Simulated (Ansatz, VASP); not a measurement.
# Cross-check of Li15Zn9Cl32 (Zn_Li) between VASP and Ansatz

One calculation is typed for both programs; each brings its own data sets and cutoff. How far apart do they land? The structure shown is the end of the VASP relaxation below.

Program: Ansatz 0.2.0. Level of theory: plane waves, with VASP 6.6.1 beside it; single point at PBEsol. Results are calculated unless marked as measured.

## 1. The structure

The cell holds 56 atoms: 15 Li, 9 Zn and 32 Cl. Cell: a = 10.258 Å, b = 10.258 Å, c = 10.258 Å, α = 90.0°, β = 90.0°, γ = 90.0°. It derives from Li2ZnCl4 (Li2ZnCl4 (Fd-3m)). Nearest the centre at fractional (0.625, 0.625, 0.625): Zn16 at 0.01 Å, Cl26 at 2.46 Å, Cl51 at 2.46 Å, Cl44 at 2.46 Å, Cl56 at 2.46 Å, Cl48 at 2.47 Å, Cl40 at 2.47 Å, Li1 at 3.70 Å. The cell carries charge +1.

## 2. VASP: relaxation, PBEsol

This run makes the geometry at which the two programs are then compared.

Lines of VASP's logs that name or quote its potential files are left out, and so is its time.

File INCAR:

```
SYSTEM = Li15Zn9Cl32
PREC = Normal
ENCUT = 300
EDIFF = 1E-05
NELM = 120
ISMEAR = 0
SIGMA = 0.05
LREAL = Auto
ALGO = Fast
GGA = PS
NELECT = 346
LORBIT = 11
LWAVE = True
LCHARG = .FALSE.
NCORE = 4
IBRION = 2
NSW = 50
ISIF = 2
EDIFFG = -0.03
POTIM = 0.4
MAXMIX = 40
ISYM = 0
```

File POSCAR:

```
Li15Zn9Cl32
1.0
   10.2576850302      0.0000000000      0.0000000000
    0.0000000000     10.2576850302      0.0000000000
    0.0000000000      0.0000000000     10.2576850302
Li Zn Cl
15 9 32
Direct
    0.3750000000      0.3750000000      0.6250000000
    0.3750000000      0.8750000000      0.1250000000
    0.8750000000      0.3750000000      0.1250000000
    0.8750000000      0.8750000000      0.6250000000
    0.3750000000      0.1250000000      0.8750000000
    0.3750000000      0.6250000000      0.3750000000
    0.8750000000      0.1250000000      0.3750000000
    0.8750000000      0.6250000000      0.8750000000
    0.1250000000      0.1250000000      0.6250000000
    0.1250000000      0.6250000000      0.1250000000
    0.6250000000      0.1250000000      0.1250000000
    0.1250000000      0.3750000000      0.8750000000
    0.1250000000      0.8750000000      0.3750000000
    0.6250000000      0.3750000000      0.3750000000
    0.6250000000      0.8750000000      0.8750000000
    0.6309743600      0.6268913700      0.6269392200
    0.0000000000      0.0000000000      0.0000000000
    0.0000000000      0.5000000000      0.5000000000
    0.5000000000      0.0000000000      0.5000000000
    0.5000000000      0.5000000000      0.0000000000
    0.2500000000      0.2500000000      0.2500000000
    0.2500000000      0.7500000000      0.7500000000
    0.7500000000      0.2500000000      0.7500000000
    0.7500000000      0.7500000000      0.2500000000
    0.3781963900      0.1218036000      0.1218036000
    0.3808165200      0.6207939700      0.6174698200
    0.8781963900      0.1218036000      0.6218036000
    0.8781963900      0.6218036000      0.1218036000
    0.3718036100      0.3718036100      0.8718036100
    0.3718036100      0.8718036100      0.3718036100
    0.8718036100      0.3718036100      0.3718036100
    0.8718036100      0.8718036100      0.8718036100
    0.3781963900      0.3781963900      0.3781963900
    0.3781963900      0.8781963900      0.8781963900
    0.8781963900      0.3781963900      0.8781963900
    0.8781963900      0.8781963900      0.3781963900
    0.3718036100      0.1281964000      0.6281964000
    0.3718036100      0.6281964000      0.1281964000
    0.8718036100      0.1281964000      0.1281964000
    0.8731769300      0.6251727100      0.6301438800
    0.1281964000      0.3718036100      0.6281964000
    0.1281964000      0.8718036100      0.1281964000
    0.6281964000      0.3718036100      0.1281964000
    0.6267164600      0.8707854900      0.6297523100
    0.1281964000      0.1281964000      0.8718036100
    0.1281964000      0.6281964000      0.3718036100
    0.6281964000      0.1281964000      0.3718036100
    0.6324574800      0.6280408500      0.8716459700
    0.1218036000      0.3781963900      0.1218036000
    0.1218036000      0.8781963900      0.6218036000
    0.6242408300      0.3764695800      0.6187149600
    0.6218036000      0.8781963900      0.1218036000
    0.1218036000      0.1218036000      0.3781963900
    0.1218036000      0.6218036000      0.8781963900
    0.6218036000      0.1218036000      0.8781963900
    0.6237445600      0.6275723700      0.3788081300
```

File KPOINTS:

```
Automatic mesh
0
Gamma
1 1 1
0 0 0
```

Potentials, in the order of the species: Li, Zn and Cl (PBE family, release 64).

On the command line:

```console
> mpirun -np 4 vasp_gam
```

Numbers of over 12 decimals in the logs are rounded to 6 here.

What it wrote:

```text
[banner, memory and clock lines left out]
running    4 mpi-ranks, on    1 nodes
[...]
|                                                                             |
|               ----> ADVICE to this user running VASP <----                  |
|                                                                             |
|     You enforced a specific xc type in the INCAR file but a different       |
|     [... a line on the potential file left out ...]
|     I HOPE YOU KNOW WHAT YOU ARE DOING!                                     |
|                                                                             |

 LDA part: xc-table for (Slater+PW92), standard interpolation
 POSCAR, INCAR and KPOINTS ok, starting setup
[...]
entering main loop
       N       E                     dE             d eps       ncg     rms          rms(c)
DAV:   1     0.355205627893E+04    0.35521E+04   -0.11546E+05   414   0.124E+03
DAV:   2     0.465282375411E+03   -0.30868E+04   -0.29756E+04   462   0.347E+02
[...]
RMM:   9    -0.192776504845E+03    0.69439E-01   -0.10263E+00   414   0.285E+00    0.160E+00
[...]
RMM:  14    -0.192761337176E+03   -0.12041E-03   -0.12891E-03   470   0.741E-02    0.346E-02
RMM:  15    -0.192761316518E+03    0.20657E-04   -0.19025E-04   415   0.346E-02    0.161E-02
RMM:  16    -0.192761317477E+03   -0.95841E-06   -0.57028E-05   336   0.149E-02
   1 F= -.19276132E+03 E0= -.19276132E+03  d E =-.192761E+03
[... from here on, the cycles between the ionic steps are left out ...]
   2 F= -.19290998E+03 E0= -.19290998E+03  d E =-.148661E+00
   6 F= -.19302089E+03 E0= -.19302089E+03  d E =-.433434E-01
   7 F= -.19302989E+03 E0= -.19302989E+03  d E =-.900174E-02
   8 F= -.19303360E+03 E0= -.19303360E+03  d E =-.127117E-01
   9 F= -.19303773E+03 E0= -.19303773E+03  d E =-.412782E-02
  10 F= -.19304271E+03 E0= -.19304271E+03  d E =-.911383E-02
  11 F= -.19304549E+03 E0= -.19304549E+03  d E =-.278188E-02
  12 F= -.19304555E+03 E0= -.19304555E+03  d E =-.283469E-02
  13 F= -.19304731E+03 E0= -.19304731E+03  d E =-.176537E-02
 trial-energy change:   -0.001765  1 .order   -0.001775   -0.003062   -0.000488
 step:   4.0644(harm=  4.0644)  dis= 0.00963  next Energy=  -193.047369 (dE=-0.182E-02)
 reached required accuracy - stopping structural energy minimisation
 writing wavefunctions
```

Parts of OUTCAR (step 2):

```text
  Total      -10.2082553    -10.1978724    -10.2334655      0.6561606      0.6532590      0.6361291
  in kB      -15.1535375    -15.1381247    -15.1909605      0.9740307      0.9697235      0.9442951
  external PRESSURE =     -15.1608742 kB  Pullay stress =       0.0000000 kB

 POSITION                                       TOTAL-FORCE (eV/Angst)
 -----------------------------------------------------------------------------------
      3.79962      3.79568      6.36364        -0.013528     -0.011634      0.005176
      3.82146      9.00047      1.28048         0.008258     -0.007326      0.001664
      9.00186      3.81985      1.28086        -0.006538      0.006906      0.000848
      9.03113      9.02884      6.45964         0.012287      0.010670     -0.007126
      3.82301      1.28156      8.99792         0.007728      0.000043     -0.006020
      3.79910      6.36762      3.79566        -0.009538      0.001863     -0.009892
      9.00005      1.28293      3.82164        -0.002994     -0.001291      0.008472
      9.03403      6.45765      9.03070         0.008674     -0.004533      0.006088
      1.28623      1.28052      6.41072         0.000958      0.000994     -0.001143
      1.28681      6.41085      1.28185         0.001278     -0.000558      0.000676
      6.41150      1.28308      1.28259        -0.000549     -0.000050     -0.000739
      1.28568      3.82122      8.99903         0.000592      0.006958     -0.007317
      1.28429      9.00111      3.82237         0.000708     -0.005085      0.008359
      6.36674      3.79656      3.79128         0.004020     -0.011095     -0.008296
[...]
-----------------------------------------------------------------------------------
    total drift:                                0.010054      0.005851     -0.003600

  FREE ENERGIE OF THE ION-ELECTRON SYSTEM (eV)
  ---------------------------------------------------
  free  energy   TOTEN  =      -193.0473124294 eV

  energy  without entropy=     -193.0473124294  energy(sigma->0) =     -193.04731243

 reached required accuracy - stopping structural energy minimisation

[... 3 further parts left out ...]
[key lines of the parts left out:]
E-fermi :   0.4202
```

The cell is charged against a uniform background.

(Part 1 of 2 ends here.)

[Lines on the potential files, build, host, timing and source positions are cut from VASP's logs without a mark.]

[Logs are printed without paths, hosts, clocks, repeated set-up lines and the standing remarks that a program may print on its own settings, such as how far it seeks lower states.]

[Hosts, paths, dates, database ids (printed as entryN), source tags and the programs' standing remarks are cut or masked in the printed files.]
